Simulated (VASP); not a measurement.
All values below come from AM05 GGA, VASP's PBE PAW potentials (set 64) (plane waves; VASP).

A VASP calculation is set up with these files.

**POSCAR**
```
Ni3Si
1
    3.3855562020     0.0000000000     0.0000000000
    0.0000000000     3.3855562020     0.0000000000
    0.0000000000     0.0000000000     3.3855562020
Si Ni
1 3
Direct
  0.0000000000   0.0000000000   0.0000000000
  0.0000000000   0.5000000000   0.5000000000
  0.5000000000   0.0000000000   0.5000000000
  0.5000000000   0.5000000000   0.0000000000
```

**INCAR**
```
SYSTEM = Ni3Si
PREC = Accurate
ENCUT = 520
EDIFF = 1E-7
NELM = 100
ALGO = Normal
LREAL = .FALSE.
LASPH = .TRUE.
ISMEAR = 1
SIGMA = 0.1
GGA = AM
LMAXMIX = 4
LWAVE = .FALSE.
LCHARG = .FALSE.
ISIF = 2
```

### KPOINTS
```
Automatic mesh
0
Gamma
9 9 9
0 0 0
```

POTCAR, in this order: Si Ni (PBE.64 set). Program: vasp_std.

What VASP printed:

File OSZICAR:
```
       N       E                     dE             d eps       ncg     rms          rms(c)
DAV:   1     0.202228595496E+03    0.20223E+03   -0.15849E+04  1494   0.222E+03
DAV:   2    -0.185137246272E+02   -0.22074E+03   -0.21300E+03  1470   0.379E+02
DAV:   3    -0.294406542968E+02   -0.10927E+02   -0.10459E+02  1555   0.113E+02
DAV:   4    -0.296822878702E+02   -0.24163E+00   -0.23932E+00  1751   0.148E+01
DAV:   5    -0.296913124792E+02   -0.90246E-02   -0.90213E-02  1809   0.277E+00    0.232E+01
DAV:   6    -0.285277887678E+02    0.11635E+01   -0.56181E+01  1679   0.126E+02    0.154E+01
DAV:   7    -0.255242473079E+02    0.30035E+01   -0.15491E+01  1623   0.676E+01    0.522E+00
DAV:   8    -0.254350120926E+02    0.89235E-01   -0.64362E-01  1636   0.726E+00    0.155E+00
DAV:   9    -0.254167138940E+02    0.18298E-01   -0.31625E-02  2040   0.256E+00    0.615E-01
DAV:  10    -0.254141880699E+02    0.25258E-02   -0.37927E-03  1876   0.507E-01    0.241E-01
DAV:  11    -0.254138034578E+02    0.38461E-03   -0.67275E-04  2294   0.330E-01    0.558E-02
DAV:  12    -0.254137962030E+02    0.72548E-05   -0.97548E-05  1659   0.126E-01    0.161E-02
DAV:  13    -0.254137958648E+02    0.33817E-06   -0.61598E-06  1727   0.197E-02    0.884E-03
DAV:  14    -0.254137954334E+02    0.43142E-06   -0.41147E-07  1600   0.702E-03    0.286E-03
DAV:  15    -0.254137954222E+02    0.11139E-07   -0.14909E-07   931   0.569E-03
   1 F= -.25413795E+02 E0= -.25413986E+02  d E =0.572862E-03
```

### OUTCAR
```
------------------------ aborting loop because EDIFF is reached ----------------------------------------
  FORCE on cell =-STRESS in cart. coord.  units (eV):
  Direction    XX          YY          ZZ          XY          YZ          ZX
  --------------------------------------------------------------------------------------
  Total        4.1603519      4.1603519      4.1603519      0.0000000      0.0000000     -0.0000000
  in kB      171.7712854    171.7712854    171.7712854      0.0000000      0.0000000     -0.0000000
  external PRESSURE =     171.7712854 kB  Pullay stress =       0.0000000 kB
  volume of cell :       38.81
      direct lattice vectors                 reciprocal lattice vectors
     3.385556202  0.000000000  0.000000000     0.295372441  0.000000000  0.000000000
     0.000000000  3.385556202  0.000000000     0.000000000  0.295372441  0.000000000
     0.000000000  0.000000000  3.385556202     0.000000000  0.000000000  0.295372441
 POSITION                                       TOTAL-FORCE (eV/Angst)
 -----------------------------------------------------------------------------------
      0.00000      0.00000      0.00000         0.000000      0.000000      0.000000
      0.00000      1.69278      1.69278         0.000000      0.000000      0.000000
      1.69278      0.00000      1.69278         0.000000      0.000000      0.000000
      1.69278      1.69278      0.00000         0.000000      0.000000      0.000000
 -----------------------------------------------------------------------------------
    total drift:                                0.000000      0.000000      0.000000
  FREE ENERGIE OF THE ION-ELECTRON SYSTEM (eV)
  ---------------------------------------------------
  free  energy   TOTEN  =       -25.4137954222 eV

  energy  without entropy=      -25.4143682838  energy(sigma->0) =      -25.41398638
```
(Selected blocks of OUTCAR.)

The compound is Ni3Si in the L1_2 structure. This cell is one point of a volume scan, at 0.94 of the reference volume. The run is not spin-polarised, so no magnetic state was tried.
